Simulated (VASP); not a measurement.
**HfZr₃ (space group P6_3/mmc): computed properties**

Calculation: PBEsol GGA, VASP's PBE PAW potentials (set 64) (plane waves; VASP).

* **space group**: P6_3/mmc (194)
* **cell**: a = 6.3593 Å, b = 6.3593 Å, c = 5.0613 Å, α = 90.00°, β = 90.00°, γ = 120.00°
* **volume per atom**: 22.16 Å^3/atom
* **band gap (over mesh and band path)**: none (metal, semimetal or under 0.01 eV)
* **density**: 8.47 g/cm³

HfZr$_{3}$ has the hexagonal space group P6₃/mmc (No. 194), Pearson symbol hP8. Conventional cell: a = b = 6.3593 Å, c = 5.0613 Å, α = β = 90.00°, γ = 120.00°. Zr on 6h has 4 Hf at 3.123–3.180 Å and 8 Zr at 3.130–3.189 Å (anticuboctahedral). Hf on 2d is coordinated by 12 Zr at 3.123–3.180 Å (anticuboctahedral). (Neighbours: up to the widest gap in distance over summed covalent radii, below 1.35, at either atom.)

Unless said otherwise, spin-orbit coupling is left out, though it shifts the bands of the heavy elements here.

The structure comes from a computed database's HfZr3 entry (P6_3/mmc); how it stands against other phases isn't given here. It was relaxed first. Symmetry was kept, so distortions that lower it aren't found.
